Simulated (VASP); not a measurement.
All values below come from PBE GGA, VASP's PBE PAW potentials (set 64) (plane waves; VASP).

VASP input:

**INCAR**
```
SYSTEM = Si2Au
PREC = Accurate
ENCUT = 300
EDIFF = 1E-6
NELM = 100
ALGO = Normal
LREAL = .FALSE.
LASPH = .TRUE.
ISMEAR = -1
SIGMA = 0.05
GGA = PE
LMAXMIX = 6
LWAVE = .FALSE.
LCHARG = .FALSE.
ISIF = 2
```

KPOINTS:
```
Automatic mesh
0
Gamma
3 3 3
0 0 0
```

### POSCAR
```
Si2Au
1
   -1.6360050000     1.6360050000     4.0041920000
    1.6360050000    -1.6360050000     4.0041920000
    1.6360050000     1.6360050000    -4.0041920000
Au Si
1 2
Direct
  0.0000000000   0.0000000000   0.0000000000
  0.3353000000   0.3353000000   0.0000000000
  0.6647000000   0.6647000000   0.0000000000
```

POTCAR, in this order: Au Si (PBE.64 set). Program: vasp_std.

Output

**OSZICAR**
```
       N       E                     dE             d eps       ncg     rms          rms(c)
DAV:   1     0.420894790343E+02    0.42089E+02   -0.61912E+03   177   0.789E+02
DAV:   2    -0.119322861118E+02   -0.54022E+02   -0.51709E+02   191   0.171E+02
DAV:   3    -0.131543428690E+02   -0.12221E+01   -0.12188E+01   171   0.249E+01
DAV:   4    -0.131636525702E+02   -0.93097E-02   -0.92897E-02   207   0.230E+00
DAV:   5    -0.131637652360E+02   -0.11267E-03   -0.11267E-03   171   0.200E-01    0.156E+01
DAV:   6    -0.119839713085E+02    0.11798E+01   -0.63824E+00   166   0.294E+01    0.121E+01
DAV:   7    -0.119244228259E+02    0.59548E-01   -0.38997E-01   166   0.748E+00    0.632E+00
DAV:   8    -0.119046436393E+02    0.19779E-01   -0.34647E-02   166   0.138E+00    0.481E-01
DAV:   9    -0.119022430484E+02    0.24006E-02   -0.71099E-03   171   0.108E+00    0.200E-01
DAV:  10    -0.119022534970E+02   -0.10449E-04   -0.66434E-04   186   0.215E-01    0.781E-02
DAV:  11    -0.119022487582E+02    0.47388E-05   -0.58085E-05   166   0.805E-02    0.243E-02
DAV:  12    -0.119022487591E+02   -0.98589E-09   -0.35938E-06   146   0.247E-02
   1 F= -.11902249E+02 E0= -.11895615E+02  d E =-.132666E-01
```

OUTCAR:
```
------------------------ aborting loop because EDIFF is reached ----------------------------------------
  FORCE on cell =-STRESS in cart. coord.  units (eV):
  Direction    XX          YY          ZZ          XY          YZ          ZX
  --------------------------------------------------------------------------------------
  Total        7.6662930      7.6662930      4.0557365      0.0000000      0.0000000      0.0000000
  in kB      286.5179660    286.5179660    151.5780023      0.0000000      0.0000000      0.0000000
  external PRESSURE =     241.5379781 kB  Pullay stress =       0.0000000 kB
  volume of cell :       42.87
      direct lattice vectors                 reciprocal lattice vectors
    -1.636005000  1.636005000  4.004192000     0.000000000  0.305622538  0.124869137
     1.636005000 -1.636005000  4.004192000     0.305622538  0.000000000  0.124869137
     1.636005000  1.636005000 -4.004192000     0.305622538  0.305622538  0.000000000
 POSITION                                       TOTAL-FORCE (eV/Angst)
 -----------------------------------------------------------------------------------
      0.00000      0.00000      0.00000         0.000000      0.000000      0.000000
      0.00000      0.00000      2.68521        -0.000000     -0.000000     -0.552753
      0.00000      0.00000      5.32317         0.000000      0.000000      0.552753
 -----------------------------------------------------------------------------------
    total drift:                               -0.000000      0.000000     -0.000000
  FREE ENERGIE OF THE ION-ELECTRON SYSTEM (eV)
  ---------------------------------------------------
  free  energy   TOTEN  =       -11.9022487591 eV

  energy  without entropy=      -11.8889821419  energy(sigma->0) =      -11.89561545
```
(Selected blocks of OUTCAR.)

At this cut-off the stress carries a Pulay error, which pulls relaxed volumes low.

The structure was generated: Si2Au was put into an ordered model structure, which need not be its known phase. The cell was not relaxed at this level. The k-mesh is coarse (spacing up to 0.91 per Å, 2π included), so the numbers may not be converged in it. The run is one of a series of settings (KPOINTS 3×3×3 Γ-centred mesh against the base run), some of them coarse on purpose. The electron count is odd and the run is not spin-polarised, which forces a metal. VASP warned that the highest band is occupied, so more bands are needed.
